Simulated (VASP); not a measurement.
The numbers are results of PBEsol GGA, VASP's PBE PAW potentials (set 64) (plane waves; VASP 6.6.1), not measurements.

The input files of a VASP run:

INCAR:
```
SYSTEM=La
PREC=Accurate; ENCUT=400; LREAL=.FALSE.
LASPH=.TRUE.
EDIFF=1E-6; NELM=100; ALGO=Normal
LMAXMIX=6
ISMEAR=1; SIGMA=0.1
GGA=PS
IBRION=2; NSW=60; ISIF=3
EDIFFG=-0.01
LWAVE=.FALSE.; LCHARG=.FALSE.
```

**POSCAR**
```
La
1
    3.4729340000     0.0000000000     0.0000000000
    0.0000000000     3.4729340000     0.0000000000
    0.0000000000     0.0000000000     3.4729340000
La
1
Direct
  0.0000000000   0.0000000000   0.0000000000
```

### KPOINTS
```
K-points
0
G
  10 10 10
0 0 0
```

POTCAR, in this order: La (PBE.64 set). Program: vasp_std.

The run wrote:

File OSZICAR:
```
...
DAV:  10    -0.486520066977E+01    0.15566E-06   -0.29532E-06  1551   0.158E-02
   2 F= -.48652007E+01 E0= -.48655114E+01  d E =-.138078E+00
       N       E                     dE             d eps       ncg     rms          rms(c)
DAV:   1    -0.511718541092E+01   -0.25198E+00   -0.68488E+00  1494   0.309E+01    0.237E+00
DAV:   2    -0.491444538186E+01    0.20274E+00   -0.50932E-01  1573   0.916E+00    0.957E-01
DAV:   3    -0.487789041708E+01    0.36555E-01   -0.23039E-01  1787   0.537E+00    0.254E-01
DAV:   4    -0.487733319455E+01    0.55722E-03   -0.10370E-02  1715   0.129E+00    0.114E-01
DAV:   5    -0.487818670594E+01   -0.85351E-03   -0.53215E-03  1773   0.642E-01    0.131E-01
DAV:   6    -0.487824845141E+01   -0.61745E-04   -0.31968E-03  1755   0.657E-01    0.166E-02
DAV:   7    -0.487825577536E+01   -0.73239E-05   -0.73912E-05  1607   0.102E-01    0.210E-02
DAV:   8    -0.487826467035E+01   -0.88950E-05   -0.35468E-04  1230   0.180E-01    0.141E-02
DAV:   9    -0.487826921733E+01   -0.45470E-05   -0.49647E-05  1541   0.782E-02    0.315E-03
DAV:  10    -0.487826987693E+01   -0.65960E-06   -0.20949E-06  1367   0.133E-02
   3 F= -.48782699E+01 E0= -.48786151E+01  d E =-.151147E+00
       N       E                     dE             d eps       ncg     rms          rms(c)
DAV:   1    -0.489492982036E+01   -0.16661E-01   -0.45872E-01  1448   0.797E+00    0.630E-01
DAV:   2    -0.488089412418E+01    0.14036E-01   -0.41888E-02  1654   0.270E+00    0.234E-01
DAV:   3    -0.487867813500E+01    0.22160E-02   -0.13102E-02  1832   0.131E+00    0.580E-02
DAV:   4    -0.487866025401E+01    0.17881E-04   -0.44920E-04  1699   0.248E-01    0.318E-02
DAV:   5    -0.487871074080E+01   -0.50487E-04   -0.28646E-04  1750   0.128E-01    0.278E-02
DAV:   6    -0.487872232414E+01   -0.11583E-04   -0.79689E-05  1778   0.951E-02    0.104E-02
DAV:   7    -0.487872431851E+01   -0.19944E-05   -0.16087E-05  1620   0.434E-02    0.271E-03
DAV:   8    -0.487872481512E+01   -0.49661E-06   -0.66327E-06  1392   0.215E-02
   4 F= -.48787248E+01 E0= -.48791197E+01  d E =-.151602E+00
       N       E                     dE             d eps       ncg     rms          rms(c)
DAV:   1    -0.488074305423E+01   -0.20187E-02   -0.56544E-02  1388   0.278E+00    0.225E-01
DAV:   2    -0.487897468070E+01    0.17684E-02   -0.59209E-03  1691   0.102E+00    0.787E-02
DAV:   3    -0.487872125090E+01    0.25343E-03   -0.13698E-03  1844   0.423E-01    0.178E-02
DAV:   4    -0.487871674721E+01    0.45037E-05   -0.44563E-05  1748   0.709E-02    0.109E-02
DAV:   5    -0.487871868575E+01   -0.19385E-05   -0.32740E-05  1742   0.441E-02    0.791E-03
DAV:   6    -0.487871836826E+01    0.31748E-06   -0.16252E-05  1816   0.429E-02    0.136E-03
DAV:   7    -0.487871876562E+01   -0.39736E-06   -0.35563E-07   705   0.776E-03
   5 F= -.48787188E+01 E0= -.48790984E+01  d E =-.151596E+00
       N       E                     dE             d eps       ncg     rms          rms(c)
DAV:   1    -0.487871986903E+01   -0.15008E-05   -0.47921E-06  1675   0.263E-02    0.184E-03
DAV:   2    -0.487871971855E+01    0.15048E-06   -0.32412E-07   601   0.875E-03
   6 F= -.48787197E+01 E0= -.48790994E+01  d E =-.952931E-06
       N       E                     dE             d eps       ncg     rms          rms(c)
DAV:   1    -0.487872288133E+01   -0.30123E-05   -0.28320E-05  1185   0.649E-02    0.494E-03
DAV:   2    -0.487872196593E+01    0.91541E-06   -0.30110E-06  1597   0.234E-02
   7 F= -.48787220E+01 E0= -.48791020E+01  d E =-.320031E-05
       N       E                     dE             d eps       ncg     rms          rms(c)
DAV:   1    -0.487872181529E+01    0.10660E-05   -0.78771E-07  1188   0.109E-02    0.365E-04
DAV:   2    -0.487872186668E+01   -0.51388E-07   -0.54650E-08   561   0.338E-03
   8 F= -.48787219E+01 E0= -.48791020E+01  d E =0.992482E-07
       N       E                     dE             d eps       ncg     rms          rms(c)
DAV:   1    -0.487872196350E+01   -0.14821E-06   -0.32437E-08   563   0.256E-03    0.102E-04
DAV:   2    -0.487872197092E+01   -0.74201E-08   -0.16870E-08   557   0.267E-03
   9 F= -.48787220E+01 E0= -.48791021E+01  d E =-.499517E-08
       N       E                     dE             d eps       ncg     rms          rms(c)
DAV:   1    -0.487872204243E+01   -0.78928E-07   -0.33990E-08   553   0.266E-03    0.879E-05
DAV:   2    -0.487872204181E+01    0.62244E-09   -0.85046E-09   552   0.248E-03
  10 F= -.48787220E+01 E0= -.48791022E+01  d E =-.758802E-07
       N       E                     dE             d eps       ncg     rms          rms(c)
DAV:   1    -0.487872215578E+01   -0.11335E-06   -0.78896E-08   552   0.398E-03    0.225E-04
DAV:   2    -0.487872215327E+01    0.25169E-08   -0.90822E-09   552   0.306E-03
  11 F= -.48787222E+01 E0= -.48791023E+01  d E =-.187340E-06
       N       E                     dE             d eps       ncg     rms          rms(c)
DAV:   1    -0.487872238506E+01   -0.22927E-06   -0.28487E-07   552   0.699E-03    0.453E-04
DAV:   2    -0.487872237433E+01    0.10724E-07   -0.27911E-08   550   0.585E-03
  12 F= -.48787224E+01 E0= -.48791026E+01  d E =-.408406E-06
       N       E                     dE             d eps       ncg     rms          rms(c)
DAV:   1    -0.487872285040E+01   -0.46534E-06   -0.11490E-06   677   0.134E-02    0.923E-04
DAV:   2    -0.487872281200E+01    0.38405E-07   -0.99844E-08   547   0.919E-03
  13 F= -.48787228E+01 E0= -.48791031E+01  d E =-.846069E-06
       N       E                     dE             d eps       ncg     rms          rms(c)
DAV:   1    -0.487872388425E+01   -0.10339E-05   -0.52753E-06  1424   0.266E-02    0.231E-03
DAV:   2    -0.487872364623E+01    0.23802E-06   -0.41921E-07   630   0.999E-03
  14 F= -.48787236E+01 E0= -.48791041E+01  d E =-.168030E-05
       N       E                     dE             d eps       ncg     rms          rms(c)
DAV:   1    -0.487872601291E+01   -0.21287E-05   -0.19412E-05  1079   0.542E-02    0.410E-03
DAV:   2    -0.487872538303E+01    0.62988E-06   -0.20494E-06  1415   0.204E-02
  15 F= -.48787254E+01 E0= -.48791061E+01  d E =-.341711E-05
       N       E                     dE             d eps       ncg     rms          rms(c)
DAV:   1    -0.487873182674E+01   -0.58138E-05   -0.86556E-05  1369   0.109E-01    0.910E-03
DAV:   2    -0.487872870554E+01    0.31212E-05   -0.93618E-06  1715   0.411E-02    0.331E-03
DAV:   3    -0.487872826751E+01    0.43803E-06   -0.25360E-06  1683   0.180E-02
  16 F= -.48787283E+01 E0= -.48791098E+01  d E =-.630158E-05
       N       E                     dE             d eps       ncg     rms          rms(c)
DAV:   1    -0.487874807922E+01   -0.19374E-04   -0.40854E-04  1394   0.238E-01    0.188E-02
DAV:   2    -0.487873519136E+01    0.12888E-04   -0.40143E-05  1657   0.839E-02    0.672E-03
DAV:   3    -0.487873334312E+01    0.18482E-05   -0.10523E-05  1827   0.365E-02    0.178E-03
DAV:   4    -0.487873349024E+01   -0.14712E-06   -0.21001E-07   591   0.641E-03
  17 F= -.48787335E+01 E0= -.48791163E+01  d E =-.115243E-04
       N       E                     dE             d eps       ncg     rms          rms(c)
DAV:   1    -0.487879851794E+01   -0.65175E-04   -0.16179E-03  1419   0.473E-01    0.378E-02
DAV:   2    -0.487874728606E+01    0.51232E-04   -0.16096E-04  1679   0.169E-01    0.133E-02
DAV:   3    -0.487873990806E+01    0.73780E-05   -0.41453E-05  1811   0.733E-02    0.327E-03
DAV:   4    -0.487874018859E+01   -0.28053E-06   -0.13184E-06  1415   0.127E-02
  18 F= -.48787402E+01 E0= -.48791256E+01  d E =-.182227E-04
```

**OUTCAR**
```
------------------------ aborting loop because EDIFF is reached ----------------------------------------
  FORCE on cell =-STRESS in cart. coord.  units (eV):
  Direction    XX          YY          ZZ          XY          YZ          ZX
  --------------------------------------------------------------------------------------
  Total       -0.0065084     -0.0065084     -0.0065084      0.0000000      0.0000000      0.0000000
  in kB       -0.3152846     -0.3152846     -0.3152846      0.0000000      0.0000000      0.0000000
  external PRESSURE =      -0.3152846 kB  Pullay stress =       0.0000000 kB
  volume of cell :       33.07
      direct lattice vectors                 reciprocal lattice vectors
     3.209917466 -0.000000000 -0.000000000     0.311534490  0.000000000 -0.000000000
    -0.000000000  3.209917466 -0.000000000     0.000000000  0.311534490 -0.000000000
     0.000000000  0.000000000  3.209917466     0.000000000  0.000000000  0.311534490
 POSITION                                       TOTAL-FORCE (eV/Angst)
 -----------------------------------------------------------------------------------
      3.20992      3.20992     -0.00000         0.000000     -0.000000      0.000000
 -----------------------------------------------------------------------------------
    total drift:                               -0.000000     -0.000000     -0.000000
  FREE ENERGIE OF THE ION-ELECTRON SYSTEM (eV)
  ---------------------------------------------------
  free  energy   TOTEN  =        -4.8787401886 eV

  energy  without entropy=       -4.8798965254  energy(sigma->0) =       -4.87912563

 reached required accuracy - stopping structural energy minimisation
```
(Selected blocks of OUTCAR.)

**CONTCAR**
```
La
   1.00000000000000
     3.2099174661149852   -0.0000000000000000   -0.0000000000000001
    -0.0000000000000001    3.2099174661149852   -0.0000000000000000
     0.0000000000000000    0.0000000000000001    3.2099174661149852
  La
     1
Direct
     1.0000000000000000    1.0000000000000000    0.0000000000000000
```

**OUTCAR**
```
 val. band max:        8.7626459145   @ k =   0.4000   0.1000   0.1000

 cond. band min:       8.8397815457   @ k =   0.5000   0.1000   0.0000


 Fermi energy:         8.7881547913

 k-point     1 :       0.0000    0.0000    0.0000
  band No.  band energies     occupation
      1     -24.3103      2.00000
      2      -6.6711      2.00000
      3      -6.6711      2.00000
      4      -6.6711      2.00000
      5       5.9568      2.00000
      6       7.4205      2.00000
      7       7.4205      2.00000
      8      10.8626      0.00000
      9      10.8626      0.00000

 k-point     2 :       0.1000    0.0000    0.0000
  band No.  band energies     occupation
      1     -24.2795      2.00000
      2      -6.9605      2.00000
      3      -6.6463      2.00000
      4      -6.6463      2.00000
      5       6.2136      2.00000
      6       7.4895      2.00000
      7       7.8158      2.00000
      8      10.8235      0.00000
      9      10.8763      0.00000

 k-point     3 :       0.2000    0.0000    0.0000
  band No.  band energies     occupation
      1     -24.1972      2.00000
      2      -7.6510      2.00000
      3      -6.5806      2.00000
      4      -6.5806      2.00000
      5       6.7189      2.00000
      6       7.6841      2.00000
      7       9.0093     -0.00762
      8      10.7080     -0.00000
      9      10.8904      0.00000

 k-point     4 :       0.3000    0.0000    0.0000
  band No.  band energies     occupation
      1     -24.0921      2.00000
      2      -8.4060      2.00000
      3      -6.4976      2.00000
      4      -6.4976      2.00000
      5       7.2931      2.00000
      6       7.9624      2.00000
      7      10.5000     -0.00000
      8      10.5286     -0.00000
      9      10.5786     -0.00000

 k-point     5 :       0.4000    0.0000    0.0000
  band No.  band energies     occupation
      1     -24.0041      2.00000
      2      -8.9599      2.00000
      3      -6.4291      2.00000
...
```

Energy and stress use the plane-wave basis of the starting cell.

The structure was generated: La was put into the simple-cubic type (Pm-3m), which need not be its known phase. This run relaxes it. Symmetry was kept, so distortions that lower it aren't found.
